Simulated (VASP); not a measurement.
OSZICAR of a VASP run on Tc (hcp):

**OSZICAR**
```
       N       E                     dE             d eps       ncg     rms          rms(c)
DAV:   1     0.302790101658E+03    0.30279E+03   -0.16546E+04  4622   0.158E+03
DAV:   2    -0.172014291695E+02   -0.31999E+03   -0.31689E+03  5105   0.455E+02
DAV:   3    -0.248701691816E+02   -0.76687E+01   -0.75370E+01  5362   0.817E+01
DAV:   4    -0.249417692286E+02   -0.71600E-01   -0.71470E-01  5051   0.775E+00
DAV:   5    -0.249424067235E+02   -0.63749E-03   -0.63742E-03  5014   0.709E-01    0.227E+01
DAV:   6    -0.236301134271E+02    0.13123E+01   -0.29658E+00  4852   0.172E+01    0.764E+00
DAV:   7    -0.234573543088E+02    0.17276E+00   -0.58018E-01  5108   0.682E+00    0.103E+00
DAV:   8    -0.234442626472E+02    0.13092E-01   -0.17033E-02  4678   0.151E+00    0.128E-01
DAV:   9    -0.234442944427E+02   -0.31796E-04   -0.31113E-04  5175   0.172E-01    0.321E-02
DAV:  10    -0.234443067869E+02   -0.12344E-04   -0.19144E-05  4734   0.417E-02    0.568E-03
DAV:  11    -0.234443066137E+02    0.17329E-06   -0.57062E-07  2535   0.741E-03
   1 F= -.20100009E+02 E0= -.20100211E+02  d E =-.201000E+02
       N       E                     dE             d eps       ncg     rms          rms(c)
DAV:   1    -0.276221007444E+02   -0.41778E+01   -0.14351E+02  4639   0.142E+02    0.268E+01
DAV:   2    -0.229556737288E+02    0.46664E+01   -0.11660E+01  4630   0.404E+01    0.427E+00
DAV:   3    -0.225993809955E+02    0.35629E+00   -0.19681E+00  4998   0.147E+01    0.405E+00
DAV:   4    -0.226768136526E+02   -0.77433E-01   -0.90936E-02  4727   0.271E+00    0.435E-01
DAV:   5    -0.226835033859E+02   -0.66897E-02   -0.14125E-02  4983   0.114E+00    0.940E-02
DAV:   6    -0.226839342833E+02   -0.43090E-03   -0.42974E-04  4625   0.178E-01    0.306E-02
DAV:   7    -0.226839341380E+02    0.14525E-06   -0.67866E-06  4905   0.228E-02
   2 F= -.19734513E+02 E0= -.19734375E+02  d E =0.365496E+00
       N       E                     dE             d eps       ncg     rms          rms(c)
DAV:   1    -0.266767294595E+02   -0.39928E+01   -0.10544E+02  4764   0.135E+02    0.176E+01
DAV:   2    -0.235050944837E+02    0.31716E+01   -0.88332E+00  4747   0.318E+01    0.352E+00
DAV:   3    -0.233345895621E+02    0.17050E+00   -0.12986E+00  4874   0.113E+01    0.207E+00
DAV:   4    -0.233888207935E+02   -0.54231E-01   -0.68208E-02  4598   0.209E+00    0.744E-01
DAV:   5    -0.233870318735E+02    0.17889E-02   -0.97259E-03  5083   0.990E-01    0.128E-01
DAV:   6    -0.233875450553E+02   -0.51318E-03   -0.39237E-04  4882   0.183E-01    0.945E-03
DAV:   7    -0.233875451904E+02   -0.13505E-06   -0.46268E-06  4466   0.151E-02
   3 F= -.20121085E+02 E0= -.20121354E+02  d E =-.210758E-01
       N       E                     dE             d eps       ncg     rms          rms(c)
DAV:   1    -0.233844425835E+02    0.31025E-02   -0.11481E-02  4724   0.133E+00    0.203E-01
DAV:   2    -0.233840776781E+02    0.36491E-03   -0.10126E-03  4732   0.347E-01    0.333E-02
DAV:   3    -0.233840582866E+02    0.19392E-04   -0.14064E-04  4943   0.118E-01    0.279E-02
DAV:   4    -0.233840651415E+02   -0.68550E-05   -0.64394E-06  4547   0.217E-02    0.273E-03
DAV:   5    -0.233840653716E+02   -0.23014E-06   -0.11329E-06  2412   0.108E-02
   4 F= -.20121132E+02 E0= -.20121404E+02  d E =-.211229E-01
```

Task: Which electronic solver shows in the log?

Result: It is blocked Davidson (ALGO = Normal, or the opening steps of other solvers). The INCAR had ALGO = Normal.

Task: Can the final energy be trusted as converged?

Result: The calculation finished and met its thresholds. It stopped with EDIFF = 1E-6, NELM = 100, NSW = 40 and EDIFFG = -0.02 after 4 ionic steps (LDA (Ceperley-Alder, Perdew-Zunger), plane waves, VASP's LDA PAW potentials (set 64)). Energy and stress use the plane-wave basis of the starting cell.

The compound is Tc in the hcp structure. This run relaxes it under an external pressure of 20 GPa. Symmetry was kept, so distortions that lower it aren't found.
